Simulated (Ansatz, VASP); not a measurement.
# Cross-check of PN between VASP and Ansatz

One calculation is typed for both programs; each brings its own data sets. How far apart do they land? The cell is generated by rule, not measured, and may not be a known phase. The cell is taken from a series of runs on this material, whose earlier steps may have relaxed, scaled, displaced or heated it; both programs get it as it stands. Other levels of theory on this material are compared in a session of their own.

Main program and level: Ansatz 0.2.0; plane waves, with VASP 6.6.1 beside it; zone-centre phonons at RPBE.

The structure was built from a prototype and need not be the compound's stable phase.

### 1. The starting structure

It takes space group Fm-3m (No. 225, cubic). Conventional cell: a = 4.375 Å, b = 4.375 Å, c = 4.375 Å, α = 90.00°, β = 90.00°, γ = 90.00°. Nearest to P lie 6 N at 2.19 Å. Nearest to N lie 6 P at 2.19 Å. Farther neighbours and most contacts between anions are not listed.

### 2. VASP: zone-centre phonons, RPBE

Second derivatives magnify differences that forces hide, and they need a tight electronic threshold.

Lines of VASP's logs that name or quote its potential files are left out, and so is its time.

Input file INCAR:

```
SYSTEM = PN
PREC = Accurate
ENCUT = 600
EDIFF = 1E-08
NELM = 120
ISMEAR = 0
SIGMA = 0.02
LREAL = .FALSE.
ALGO = Normal
GGA = RP
NBANDS = 11
LORBIT = 11
LWAVE = .FALSE.
LCHARG = .FALSE.
ISIF = 2
IBRION = 8
LASPH = .TRUE.
GGA_COMPAT = .FALSE.
EFERMI = MIDGAP
KPAR = 2
```

Input file POSCAR:

```
PN
1.0
    1.5467476354      0.8930151637      2.5258210562
   -1.5467476354      0.8930151637      2.5258210562
    0.0000000000     -1.7860303274      2.5258210562
P N
1 1
Direct
    0.5000000000      0.5000000000      0.5000000000
    0.0000000000      0.0000000000      0.0000000000
```

Input file KPOINTS:

```
Automatic mesh
0
Gamma
12 12 12
0 0 0
```

PAW data sets: P and N (PBE family, release 64).

Run with:

```sh
$ mpirun -np 2 vasp_std
```

Numbers of over 12 decimals in the logs are rounded to 6 here.

Log:

```text
[banner, memory and clock lines left out]
running    2 mpi-ranks, on    1 nodes
 distrk:  each k-point on    1 cores,    2 groups
 distr:  one band on    1 cores,    1 groups

 POSCAR found type information on POSCAR P N
 POSCAR found :  2 types and       2 ions
|                                                                             |
|               ----> ADVICE to this user running VASP <----                  |
|                                                                             |
|     You enforced a specific xc type in the INCAR file but a different       |
|     [... a line on the potential file left out ...]
|     I HOPE YOU KNOW WHAT YOU ARE DOING!                                     |
|                                                                             |

 LDA part: xc-table for (Slater+PW92), standard interpolation
 POSCAR, INCAR and KPOINTS ok, starting setup
 FFT: planning ... GRIDC
 FFT: planning ... GRID_SOFT
 FFT: planning ... GRID
 WAVECAR not read
 entering main loop
       N       E                     dE             d eps       ncg     rms          rms(c)
DAV:   1     0.209045221290E+02    0.20905E+02   -0.56221E+03  1584   0.955E+02
DAV:   2    -0.102568781398E+02   -0.31161E+02   -0.29366E+02  2046   0.155E+02
DAV:   3    -0.114809068777E+02   -0.12240E+01   -0.12167E+01  1998   0.272E+01
DAV:   4    -0.114866934241E+02   -0.57865E-02   -0.57853E-02  1785   0.189E+00
DAV:   5    -0.114867218698E+02   -0.28446E-04   -0.28445E-04  1946   0.135E-01    0.855E+00
DAV:   6    -0.106703299279E+02    0.81639E+00   -0.94555E+00  1927   0.156E+01    0.415E+00
DAV:   7    -0.106166110742E+02    0.53719E-01   -0.60453E-01  1775   0.505E+00    0.313E+00
DAV:   8    -0.106232790625E+02   -0.66680E-02   -0.64307E-02  1698   0.209E+00    0.693E-01
DAV:   9    -0.106196796175E+02    0.35994E-02   -0.20571E-02  1803   0.802E-01    0.865E-02
DAV:  10    -0.106198044179E+02   -0.12480E-03   -0.59406E-04  1716   0.207E-01    0.244E-02
DAV:  11    -0.106198015327E+02    0.28852E-05   -0.61328E-06  1835   0.224E-02    0.983E-03
DAV:  12    -0.106198013998E+02    0.13288E-06   -0.19897E-06  1724   0.119E-02    0.332E-03
DAV:  13    -0.106198014535E+02   -0.53647E-07   -0.73167E-08  1898   0.234E-03    0.697E-04
DAV:  14    -0.106198015305E+02   -0.77040E-07   -0.14940E-08  1038   0.792E-04    0.286E-04
DAV:  15    -0.106198015075E+02    0.23060E-07   -0.31347E-09   957   0.641E-04    0.632E-05
DAV:  16    -0.106198015065E+02    0.96907E-09   -0.83391E-11   927   0.851E-05
   1 F= -.10619802E+02 E0= -.10619802E+02  d E =-.334518E-09
 Linear response reoptimize wavefunctions to high precision
DAV:   1    -0.106198015057E+02    0.75374E-09   -0.70421E-12   993   0.289E-05
DAV:   2    -0.106198015057E+02    0.34049E-10   -0.13269E-13   909   0.746E-06
 Linear response DOF=           2
 Linear response progress:
  Degree of freedom:   1/  2
       N       E                     dE             d eps       ncg     rms          rms(c)
RMM:   1    -0.345039629692E-01   -0.34504E-01    0.30288E-03 15018   0.128E+00
RMM:   2    -0.343148061442E-01    0.18916E-03   -0.93676E-04  9654   0.252E-01    0.162E-01
RMM:   3    -0.336271773398E-01    0.68763E-03   -0.99148E-05 10061   0.620E-02    0.897E-02
RMM:   4    -0.332775781752E-01    0.34960E-03   -0.66518E-05 10112   0.481E-02    0.220E-02
RMM:   5    -0.333368024015E-01   -0.59224E-04   -0.13181E-05 10261   0.144E-02    0.149E-03
RMM:   6    -0.333454496234E-01   -0.86472E-05   -0.71346E-06 10370   0.133E-03    0.600E-04
RMM:   7    -0.333493931632E-01   -0.39435E-05   -0.50920E-07 10359   0.884E-04    0.211E-04
RMM:   8    -0.333490695725E-01    0.32359E-06   -0.65718E-07 10876   0.167E-04    0.360E-05
RMM:   9    -0.333492548939E-01   -0.18532E-06   -0.42193E-07 11019   0.453E-05    0.893E-06
RMM:  10    -0.333493000146E-01   -0.45121E-07   -0.45596E-07 12370   0.143E-05    0.221E-06
RMM:  11    -0.333492831813E-01    0.16833E-07   -0.41336E-07 11667   0.118E-05    0.423E-07
RMM:  12    -0.333492832037E-01   -0.22395E-10   -0.47932E-07  9775   0.853E-06    0.108E-07
RMM:  13    -0.333492836093E-01   -0.40563E-09   -0.43669E-07  8315   0.851E-06    0.225E-08
 first order change of Fermi-energy   0.22021E-03
 force on displaced ion       1 direction 1 :  11.478   0.000   0.000
 Linear response progress:
  Degree of freedom:   2/  2
       N       E                     dE             d eps       ncg     rms          rms(c)
RMM:   1    -0.217863502286E+00   -0.21786E+00    0.17548E-01 12750   0.327E+00
RMM:   2    -0.220755794142E+00   -0.28923E-02   -0.39486E-03  9724   0.550E-01    0.174E-01
RMM:   3    -0.221440955398E+00   -0.68516E-03   -0.91117E-05  9992   0.722E-02    0.105E-01
RMM:   4    -0.222674219377E+00   -0.12333E-02   -0.92797E-05  9735   0.633E-02    0.124E-02
RMM:   5    -0.222646437483E+00    0.27782E-04    0.57938E-06 10318   0.135E-02    0.194E-03
RMM:   6    -0.222628804537E+00    0.17633E-04    0.57760E-06 10594   0.129E-03    0.773E-04
RMM:   7    -0.222628262851E+00    0.54169E-06   -0.23215E-07 10517   0.873E-04    0.206E-04
RMM:   8    -0.222626905666E+00    0.13572E-05   -0.95680E-07 10899   0.223E-04    0.505E-05
RMM:   9    -0.222626444290E+00    0.46138E-06   -0.67641E-07 11130   0.723E-05    0.704E-06
RMM:  10    -0.222626469282E+00   -0.24992E-07   -0.64191E-07 12723   0.198E-05    0.364E-06
RMM:  11    -0.222626454108E+00    0.15174E-07   -0.67064E-07 12225   0.192E-05    0.514E-07
RMM:  12    -0.222626459732E+00   -0.56237E-08   -0.64878E-07 10627   0.139E-05    0.173E-07
RMM:  13    -0.222626460135E+00   -0.40307E-09   -0.67968E-07  8889   0.137E-05    0.194E-08
 first order change of Fermi-energy  -0.12831E-03
 force on displaced ion       2 direction 1 :  11.479  -0.000  -0.000
 Linear response finished
```

OUTCAR, selected parts (step 2):

```text
ion  position               nearest neighbor table
   1  0.500  0.500  0.500-   2 2.19   2 2.19   2 2.19   2 2.19   2 2.19   2 2.19
   2  0.000  0.000  0.000-   1 2.19   1 2.19   1 2.19   1 2.19   1 2.19   1 2.19

  LATTYP: Found a face centered cubic cell.
 ALAT       =     4.3748545892

 Subroutine GETGRP returns: Found 48 space group operations
 (whereof 48 operations were pure point group operations)

The static configuration has the point symmetry O_h .

 Found     72 irreducible k-points:

   k-points           NKPTS =     72   k-points in BZ     NKDIM =     72   number of bands    NBANDS=     11

   dimension x,y,z NGX =    28 NGY =   28 NGZ =   28
   dimension x,y,z NGXF=    56 NGYF=   56 NGZF=   56

   ENCUT  =  600.0 eV  44.10 Ry    6.64 a.u.   6.18  6.18  6.18*2*pi/ulx,y,z

   NELECT =      10.0000    total number of electrons

 k-points in reciprocal lattice and weights: Automatic mesh
   0.00000000  0.00000000  0.00000000       0.001
   0.08333333  0.00000000  0.00000000       0.005
   0.16666667  0.00000000  0.00000000       0.005
   0.25000000  0.00000000  0.00000000       0.005
   0.33333333 -0.00000000  0.00000000       0.005
   0.41666667  0.00000000  0.00000000       0.005
   0.50000000  0.00000000  0.00000000       0.002
   0.08333333  0.08333333  0.00000000       0.003
   0.16666667  0.08333333  0.00000000       0.014
[...]
-0.33333333  0.50000000  0.16666667       0.007
  -0.25000000  0.50000000  0.25000000       0.003

 average (electrostatic) potential at core
       1 -81.1003       2 -60.6188

  Total       -0.0827956     -0.0827956     -0.0827951     -0.0000000     -0.0000000     -0.0000000
  in kB       -6.3370258     -6.3370258     -6.3369894     -0.0000000     -0.0000000     -0.0000000
  external PRESSURE =      -6.3370137 kB  Pullay stress =       0.0000000 kB

  energy-cutoff  :      600.00
  volume of cell :       20.93
      direct lattice vectors                 reciprocal lattice vectors
     1.546747635  0.893015164  2.525821056     0.323258939  0.186633636  0.131970288
    -1.546747635  0.893015164  2.525821056    -0.323258939  0.186633636  0.131970288
     0.000000000 -1.786030327  2.525821056     0.000000000 -0.373267271  0.131970288

 POSITION                                       TOTAL-FORCE (eV/Angst)
 -----------------------------------------------------------------------------------
      0.00000      0.00000      3.78873        -0.000000     -0.000000      0.000000
      0.00000      0.00000      0.00000         0.000000      0.000000     -0.000000
 -----------------------------------------------------------------------------------
    total drift:                                0.000000      0.000000      0.000000

 Eigenvectors and eigenvalues of the dynamical matrix
 ----------------------------------------------------

   1 f  =    0.000313 THz     0.001968 2PiTHz    0.010447 cm-1     0.001295 meV
             X         Y         Z           dx          dy          dz
      0.000000  0.000000  3.788732     0.433070    0.707927    0.000000
      0.000000  0.000000  0.000000     0.291153    0.475940    0.000000

   2 f  =    0.000313 THz     0.001968 2PiTHz    0.010447 cm-1     0.001295 meV
             X         Y         Z           dx          dy          dz
      0.000000  0.000000  3.788732    -0.707927    0.433070    0.000000
      0.000000  0.000000  0.000000    -0.475940    0.291153    0.000000

   3 f  =    0.000313 THz     0.001968 2PiTHz    0.010447 cm-1     0.001295 meV
             X         Y         Z           dx          dy          dz
      0.000000  0.000000  3.788732    -0.000000   -0.000000    0.829886
      0.000000  0.000000  0.000000     0.000000    0.000000    0.557933

   4 f/i=   17.056854 THz   107.171375 2PiTHz  568.955410 cm-1    70.541449 meV
             X         Y         Z           dx          dy          dz
      0.000000  0.000000  3.788732     0.000000    0.000000   -0.557933
      0.000000  0.000000  0.000000     0.000000    0.000000    0.829886

   5 f/i=   17.056903 THz   107.171683 2PiTHz  568.957044 cm-1    70.541651 meV
             X         Y         Z           dx          dy          dz
      0.000000  0.000000  3.788732     0.557933   -0.000000   -0.000000
      0.000000  0.000000  0.000000    -0.829886    0.000000    0.000000

   6 f/i=   17.056903 THz   107.171683 2PiTHz  568.957044 cm-1    70.541651 meV
             X         Y         Z           dx          dy          dz
      0.000000  0.000000  3.788732     0.000000    0.557933    0.000000
      0.000000  0.000000  0.000000    -0.000000   -0.829886    0.000000

 ELASTIC MODULI CONTR FROM IONIC RELAXATION (kBar)
 Direction    XX          YY          ZZ          XY          YZ          ZX
 --------------------------------------------------------------------------------
 XX           0.0000      0.0000      0.0000      0.0000      0.0000      0.0000
 YY           0.0000      0.0000      0.0000      0.0000      0.0000      0.0000
 ZZ           0.0000      0.0000      0.0000      0.0000      0.0000      0.0000
 XY           0.0000      0.0000      0.0000      0.0000      0.0000      0.0000
 YZ           0.0000      0.0000      0.0000      0.0000      0.0000      0.0000
 ZX           0.0000      0.0000      0.0000      0.0000      0.0000      0.0000
 --------------------------------------------------------------------------------
```

[end of part 1 of 2]

[Lines on the potential files, build, host, timing and source positions are cut from VASP's logs without a mark.]

[Logs are printed without paths, hosts, clocks, repeated set-up lines and the standing remarks that a program may print on its own settings, such as how far it seeks lower states.]

[Hosts, paths, dates, database ids (printed as entryN), source tags and the programs' standing remarks are cut or masked in the printed files.]
